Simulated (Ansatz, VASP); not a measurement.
# K4Si23 (K4Si23 (Pm-3n)) in two plane-wave programs, part 2 of 3

Wanted: the spread between two codes on one cell, functional and k mesh. Of the first pair: The structure shown is the start of the Ansatz relaxation below; VASP solves that cell, so the two are compared at the walk's first step.

VASP 6.6.1 and Ansatz 0.2.0.

So far: The structure; Ansatz: relaxation, r2SCAN.

## Step 3: VASP: single point, r2SCAN, start cell, pair 1

Level of this step: r2SCAN; plane waves and PAW (K_sv, Si) (VASP).

The same cell, functional, mesh and smearing now go to VASP, with its own data sets.

Lines of VASP's logs that name or quote its potential files are left out, and so is its time.

INCAR reads:

```
SYSTEM = K4Si23
PREC = Accurate
ENCUT = 440
EDIFF = 1E-06
NELM = 120
ISMEAR = -1
SIGMA = 0.05
LREAL = Auto
ALGO = Normal
METAGGA = R2SCAN
LASPH = .TRUE.
NBANDS = 168
LORBIT = 11
LWAVE = .FALSE.
LCHARG = .FALSE.
ISIF = 2
GGA_COMPAT = .FALSE.
LMIXTAU = .TRUE.
KPAR = 8
```

POSCAR reads:

```
K4Si23
1.0
   10.2854870000      0.0000000000      0.0000000000
    0.0000000000     10.2854870000      0.0000000000
    0.0000000000      0.0000000000     10.2854870000
K Si
8 46
Direct
    0.0000000000      0.9999999514      0.0000000000
    0.5000000000      0.4999999514      0.5000000000
    0.2500000000      0.4999999514      0.0000000000
    0.7500000000      0.4999999514      0.0000000000
    0.5000000000      0.9999999514      0.2500000000
    0.5000000000      0.9999999514      0.7500000000
    0.0000000000      0.7499999514      0.5000000000
    0.0000000000      0.2499999514      0.5000000000
    0.2500000000      0.9999999514      0.5000000000
    0.7500000000      0.9999999514      0.5000000000
    0.0000000000      0.4999999514      0.2500000000
    0.0000000000      0.4999999514      0.7500000000
    0.5000000000      0.7499999514      0.0000000000
    0.5000000000      0.2499999514      0.0000000000
    0.1849602017      0.1849601531      0.1849602017
    0.6849602017      0.3150397497      0.6849602017
    0.6849602017      0.6849601531      0.3150397983
    0.3150397983      0.6849601531      0.6849602017
    0.8150397983      0.8150397497      0.1849602017
    0.1849602017      0.8150397497      0.8150397983
    0.8150397983      0.1849601531      0.8150397983
    0.3150397983      0.3150397497      0.3150397983
    0.8150397983      0.8150397497      0.8150397983
    0.3150397983      0.6849601531      0.3150397983
    0.3150397983      0.3150397497      0.6849602017
    0.6849602017      0.3150397497      0.3150397983
    0.1849602017      0.1849601531      0.8150397983
    0.8150397983      0.1849601531      0.1849602017
    0.1849602017      0.8150397497      0.1849602017
    0.6849602017      0.6849601531      0.6849602017
    0.0000000000      0.3065885456      0.1184090019
    0.5000000000      0.3815909495      0.8065885942
    0.5000000000      0.6184089533      0.1934114058
    0.6184090019      0.8065885456      0.5000000000
    0.3815909981      0.8065885456      0.5000000000
    0.1934114058      0.4999999514      0.6184090019
    0.8065885942      0.4999999514      0.6184090019
    0.1184090019      0.9999999514      0.3065885942
    0.3065885942      0.1184089533      0.0000000000
    0.6934114058      0.8815909495      0.0000000000
    0.1184090019      0.9999999514      0.6934114058
    0.6934114058      0.1184089533      0.0000000000
    0.8815909981      0.9999999514      0.3065885942
    0.8815909981      0.9999999514      0.6934114058
    0.3065885942      0.8815909495      0.0000000000
    0.0000000000      0.6934113572      0.8815909981
    0.0000000000      0.3065885456      0.8815909981
    0.0000000000      0.6934113572      0.1184090019
    0.8065885942      0.4999999514      0.3815909981
    0.1934114058      0.4999999514      0.3815909981
    0.6184090019      0.1934113572      0.5000000000
    0.3815909981      0.1934113572      0.5000000000
    0.5000000000      0.6184089533      0.8065885942
    0.5000000000      0.3815909495      0.1934114058
```

KPOINTS reads:

```
Automatic mesh
0
Gamma
4 4 4
0 0 0
```

The projector-augmented-wave data sets are K_sv and Si (PBE family, release 64).

Run with:

```
> mpirun -np 8 vasp_std
```

Numbers of over 12 decimals in the logs are rounded to 6 here.

The log of the run:

```text
[banner, memory and clock lines left out]
running    8 mpi-ranks, on    1 nodes
[...]
|                                                                             |
|           W    W    AA    RRRRR   N    N  II  N    N   GGGG   !!!           |
|           W    W   A  A   R    R  NN   N  II  NN   N  G    G  !!!           |
|           W    W  A    A  R    R  N N  N  II  N N  N  G       !!!           |
|           W WW W  AAAAAA  RRRRR   N  N N  II  N  N N  G  GGG   !            |
|           WW  WW  A    A  R   R   N   NN  II  N   NN  G    G                |
|           W    W  A    A  R    R  N    N  II  N    N   GGGG   !!!           |
|                                                                             |
|     For optimal performance we recommend to set                             |
|       NCORE = 2 up to number-of-cores-per-socket                            |
|     NCORE specifies how many cores store one orbital (NPAR=cpu/NCORE).      |
|     This setting can greatly improve the performance of VASP for DFT.       |
[...]
|               ----> ADVICE to this user running VASP <----                  |
|                                                                             |
|     You enforced a specific xc type in the INCAR file but a different       |
|     [... a line on the potential file left out ...]
|     I HOPE YOU KNOW WHAT YOU ARE DOING!                                     |
|                                                                             |

 LDA part: xc-table for (None), standard interpolation
 POSCAR, INCAR and KPOINTS ok, starting setup
[...]
entering main loop
       N       E                     dE             d eps       ncg     rms          rms(c)
DAV:   1     0.764823519110E+03    0.76482E+03   -0.98089E+04  3360   0.119E+03
DAV:   2    -0.393211300706E+03   -0.11580E+04   -0.11049E+04  3944   0.259E+02
DAV:   3    -0.494220211069E+03   -0.10101E+03   -0.99050E+02  4408   0.686E+01
DAV:   4    -0.499189590612E+03   -0.49694E+01   -0.49189E+01  5832   0.137E+01
[...]
DAV:  21    -0.453316488849E+03    0.23250E-04   -0.72380E-05  3752   0.243E-02    0.131E-02
DAV:  22    -0.453316513859E+03   -0.25010E-04   -0.32480E-05  3544   0.191E-02    0.148E-02
DAV:  23    -0.453316513931E+03   -0.72068E-07   -0.28132E-06  3088   0.343E-03
   1 F= -.45331651E+03 E0= -.45323131E+03  d E =-.170413E+00
```

Parts of OUTCAR (step 3):

```text
  Total        0.7302318      0.7302318      0.7302318     -0.0000000      0.0000000      0.0000000
  in kB        1.0752185      1.0752185      1.0752185     -0.0000000      0.0000000      0.0000000
  external PRESSURE =       1.0752185 kB  Pullay stress =       0.0000000 kB

 POSITION                                       TOTAL-FORCE (eV/Angst)
 -----------------------------------------------------------------------------------
      0.00000     10.28549      0.00000        -0.000000      0.000000      0.000000
      5.14274      5.14274      5.14274        -0.000000      0.000000      0.000000
      2.57137      5.14274      0.00000        -0.000000      0.000000      0.000000
      7.71412      5.14274      0.00000        -0.000000      0.000000     -0.000000
      5.14274     10.28549      2.57137        -0.000000      0.000000      0.000000
      5.14274     10.28549      7.71412        -0.000000      0.000000     -0.000000
      0.00000      7.71411      5.14274        -0.000000      0.000000     -0.000000
      0.00000      2.57137      5.14274        -0.000000      0.000000      0.000000
      2.57137     10.28549      5.14274        -0.000000      0.000000      0.000000
      7.71412     10.28549      5.14274        -0.000000      0.000000     -0.000000
      0.00000      5.14274      2.57137        -0.000000      0.000000      0.000000
      0.00000      5.14274      7.71412        -0.000000      0.000000     -0.000000
      5.14274      7.71411      0.00000        -0.000000      0.000000      0.000000
      5.14274      2.57137      0.00000        -0.000000      0.000000     -0.000000
[...]
-----------------------------------------------------------------------------------
    total drift:                               -0.000000      0.001812      0.000000

  FREE ENERGIE OF THE ION-ELECTRON SYSTEM (eV)
  ---------------------------------------------------
  free  energy   TOTEN  =      -453.3165139309 eV

  energy  without entropy=     -453.1461008549  energy(sigma->0) =     -453.23130739

[... 3 further parts left out ...]
[key lines of the parts left out:]
E-fermi :   6.5415
```

The run ends at a pressure of 0.11 GPa, with forces up to 0.047 eV/Å.

## Step 4: Differences

Known differences besides the potentials themselves: VASP keeps PBE cores, Ansatz makes them for the functional; the cutoff is 500 eV in Ansatz and 440 eV in VASP (PREC = Accurate, projectors in real space). Total energies have different zeros and are not compared.

Forces on 10 of the 54 atoms, those with the largest forces and the largest differences (eV/Å; atoms numbered as in POSCAR):

| atom | Ansatz x, y, z | VASP x, y, z |
| --- | --- | --- |
| Si15 | -0.031, -0.031, -0.031 | -0.027, -0.027, -0.027 |
| Si16 | -0.031, 0.031, -0.031 | -0.027, 0.027, -0.027 |
| Si26 | -0.031, 0.031, 0.031 | -0.027, 0.027, 0.027 |
| Si27 | -0.031, -0.031, 0.031 | -0.027, -0.027, 0.027 |
| Si28 | 0.031, -0.031, -0.031 | 0.027, -0.027, -0.027 |
| Si29 | -0.031, 0.031, -0.031 | -0.027, 0.027, -0.027 |
| Si30 | -0.031, -0.031, -0.031 | -0.027, -0.027, -0.027 |
| Si31 | 0.000, 0.002, 0.034 | 0.000, -0.001, 0.040 |
| Si32 | 0.000, -0.034, 0.002 | 0.000, -0.040, -0.001 |
| Si46 | 0.000, -0.002, -0.034 | 0.000, 0.001, -0.040 |

The forces differ by 3.2 meV/Å r.m.s., which is 14.9 % of the r.m.s. force of 0.021 eV/Å (both taken over all components).

## Step 5: Ansatz: relaxation, r2SCAN

This run makes the geometry at which the two programs are then compared. The cell compared in this pair holds 1091.40 Å³, against 1088.11 Å³ for the pair before.

The structure compared here is the end of the Ansatz relaxation.

input.yaml reads:

```yaml
crystal:
  lattice:
    - [10.2854866, 0.0, 0.0]
    - [0.0, 10.2854866, 0.0]
    - [0.0, 0.0, 10.2854866]
  atoms:
    - { symbol: K, position: [0.0, 0.0, 0.0] }
    - { symbol: K, position: [0.5, 0.5, 0.5] }
    - { symbol: K, position: [0.25, 0.5, 0.0] }
    - { symbol: K, position: [0.75, 0.5, 0.0] }
    - { symbol: K, position: [0.5, 0.0, 0.25] }
    - { symbol: K, position: [0.5, 0.0, 0.75] }
    - { symbol: K, position: [0.0, 0.75, 0.5] }
    - { symbol: K, position: [0.0, 0.25, 0.5] }
    - { symbol: Si, position: [0.25, 0.0, 0.5] }
    - { symbol: Si, position: [0.75, 0.0, 0.5] }
    - { symbol: Si, position: [0.0, 0.5, 0.25] }
    - { symbol: Si, position: [0.0, 0.5, 0.75] }
    - { symbol: Si, position: [0.5, 0.75, 0.0] }
    - { symbol: Si, position: [0.5, 0.25, 0.0] }
    - { symbol: Si, position: [0.18496019, 0.18496019, 0.18496019] }
    - { symbol: Si, position: [0.68496019, 0.31503981, 0.68496019] }
    - { symbol: Si, position: [0.68496019, 0.68496019, 0.31503981] }
    - { symbol: Si, position: [0.31503981, 0.68496019, 0.68496019] }
    - { symbol: Si, position: [0.81503981, 0.81503981, 0.18496019] }
    - { symbol: Si, position: [0.18496019, 0.81503981, 0.81503981] }
    - { symbol: Si, position: [0.81503981, 0.18496019, 0.81503981] }
    - { symbol: Si, position: [0.31503981, 0.31503981, 0.31503981] }
    - { symbol: Si, position: [0.81503981, 0.81503981, 0.81503981] }
    - { symbol: Si, position: [0.31503981, 0.68496019, 0.31503981] }
    - { symbol: Si, position: [0.31503981, 0.31503981, 0.68496019] }
    - { symbol: Si, position: [0.68496019, 0.31503981, 0.31503981] }
    - { symbol: Si, position: [0.18496019, 0.18496019, 0.81503981] }
    - { symbol: Si, position: [0.81503981, 0.18496019, 0.18496019] }
    - { symbol: Si, position: [0.18496019, 0.81503981, 0.18496019] }
    - { symbol: Si, position: [0.68496019, 0.68496019, 0.68496019] }
    - { symbol: Si, position: [0.0, 0.30658861, 0.118409] }
    - { symbol: Si, position: [0.5, 0.381591, 0.80658861] }
    - { symbol: Si, position: [0.5, 0.618409, 0.19341139] }
    - { symbol: Si, position: [0.618409, 0.80658861, 0.5] }
    - { symbol: Si, position: [0.381591, 0.80658861, 0.5] }
    - { symbol: Si, position: [0.19341139, 0.5, 0.618409] }
    - { symbol: Si, position: [0.80658861, 0.5, 0.618409] }
    - { symbol: Si, position: [0.118409, 0.0, 0.30658861] }
    - { symbol: Si, position: [0.30658861, 0.118409, 0.0] }
    - { symbol: Si, position: [0.69341139, 0.881591, 0.0] }
    - { symbol: Si, position: [0.118409, 0.0, 0.69341139] }
    - { symbol: Si, position: [0.69341139, 0.118409, 0.0] }
    - { symbol: Si, position: [0.881591, 0.0, 0.30658861] }
    - { symbol: Si, position: [0.881591, 0.0, 0.69341139] }
    - { symbol: Si, position: [0.30658861, 0.881591, 0.0] }
    - { symbol: Si, position: [0.0, 0.69341139, 0.881591] }
    - { symbol: Si, position: [0.0, 0.30658861, 0.881591] }
    - { symbol: Si, position: [0.0, 0.69341139, 0.118409] }
    - { symbol: Si, position: [0.80658861, 0.5, 0.381591] }
    - { symbol: Si, position: [0.19341139, 0.5, 0.381591] }
    - { symbol: Si, position: [0.618409, 0.19341139, 0.5] }
    - { symbol: Si, position: [0.381591, 0.19341139, 0.5] }
    - { symbol: Si, position: [0.5, 0.618409, 0.80658861] }
    - { symbol: Si, position: [0.5, 0.381591, 0.19341139] }
basis:
  ecutwfc: 500
  xc_grid: 2
hamiltonian:
  xc: r2scan
  pseudopotentials: { kind: paw, azcp: { folder: soft_1 } }
kpoints:
  mp_grid: { grid: [4, 4, 4] }
scf:
  occupations: { method: fermi_dirac, width: 0.05 }
  max_iter: 150
output:
  forces: true
  stress: true
relax:
  f_tol: 0.01
  max_steps: 60
  cell: {}
checkpoint:
  write: "../r2scan.run"
  compress: false
  write_wavefunctions: false
  write_every: 100000
```

Run with:

```
> ansatz run input.yaml --threads 4 --pin off --max-ram 6594MiB --backend cpu --events-out ev --progress --plain --runs-dir out
```

The log of the run:

```text
[...]
Crystal: 54 atoms, lattice volume = 1088.114 Å³
Basis set: ecut = 500 eV, 27609 PW (Γ), exchange–correlation on 160×160×160 points (8 copies of the dense FFT grid, shifted against one another)
Bands: 182, of which v1, the nominal top of the filled ones, is band 128 counted from 1 (127 counted from 0)
Symmetry: 48 space group operations
[...]
k-points: 10 of 64
[...]
- { symbol: Si, position: [0.5, 0.75, 0] }
    - { symbol: Si, position: [0.5, 0.25, 0] }
    - { symbol: Si, position: [0.184838, 0.184838, 0.184838] }
    - { symbol: Si, position: [0.684838, 0.315162, 0.684838] }
[...]
- { symbol: Si, position: [0.618664, 0.193455, 0.5] }
    - { symbol: Si, position: [0.381336, 0.193455, 0.5] }
    - { symbol: Si, position: [0.5, 0.618664, 0.806545] }
    - { symbol: Si, position: [0.5, 0.381336, 0.193455] }
[key lines of the parts left out:]
SCF converged after 4 iterations
Free energy (F): -41738.584413 eV
Fermi energy:    7.858447 eV
P = ⅓ Tr σ = -0.0020 GPa (-0.020 kbar)
```

[end of part 2 of 3]

[Lines on the potential files, build, host, timing and source positions are cut from VASP's logs without a mark.]

[Logs are printed without paths, hosts, clocks, repeated set-up lines and the standing remarks that a program may print on its own settings, such as how far it seeks lower states.]

[Hosts, paths, dates, database ids (printed as entryN), source tags and the programs' standing remarks are cut or masked in the printed files.]
